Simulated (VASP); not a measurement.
TiN (rock salt) relaxed at rising pressure, in one space group throughout; other phases were not tried. The pressures are those reached. Calculation: PBEsol GGA, VASP's PBE PAW potentials (set 64) (plane waves; VASP).

```json
[
 {"P (GPa)": "-0.28", "V (Å³/atom)": "9.303", "k-mesh": "15×15×15"},
 {"P (GPa)": "4.90", "V (Å³/atom)": "9.149", "k-mesh": "15×15×15"},
 {"P (GPa)": "9.91", "V (Å³/atom)": "9.011", "k-mesh": "15×15×15"},
 {"P (GPa)": "19.76", "V (Å³/atom)": "8.769", "k-mesh": "15×15×15"},
 {"P (GPa)": "29.75", "V (Å³/atom)": "8.553", "k-mesh": "15×15×15"}
]
```

Q: Fit an equation of state and predict the volume at 44.96 GPa.

A: Least squares on the third-order Birch-Murnaghan form, P = (3B0/2)(y⁷ − y⁵)[1 + (3/4)(B′ − 4)(y² − 1)] with y = (V0/V)^(1/3), gives V0 = 9.294 Å³/atom, B0 = 300 GPa and B′ = 4.2, and so 8.269 Å³/atom. The run gave 8.267 Å³/atom, -0.0 % from the fit.

Pressures at which the relaxation failed are left out.

The compound is TiN in the rock salt structure. The electron count is odd and the run is not spin-polarised, which forces a metal.
